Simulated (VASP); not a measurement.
Input:

```xyz
1
Lattice="-2.7392 2.7392 2.7392 2.7392 -2.7392 2.7392 2.7392 2.7392 -2.7392" Properties=species:S:1:pos:R:3 pbc="T T T"
K      0.0000     0.0000     0.0000
```

Calculation: RPBE GGA, VASP's PBE PAW potentials (set 64) (plane waves; VASP). Numerical set-up: 520 eV cut-off, 10×10×10 Γ-centred mesh, first-order Methfessel-Paxton smearing of 0.10 eV, potentials K_sv.

**Question.** Predict the energy per atom (σ→0), band gap (on the k-mesh) with the smallest direct gap where there is one.

**Answer.** 
```
Item                                                        Result
------------------------  ----------------------------------------
band gap (on the k-mesh)  none (metal, semimetal or under 0.01 eV)
energy per atom (σ→0)                               -0.936 eV/atom
```

Total energies compare only between runs with the same potentials, cut-off and functional.

The compound is K in the bcc structure. This cell is one point of a volume scan, at 1.03 of the reference volume.
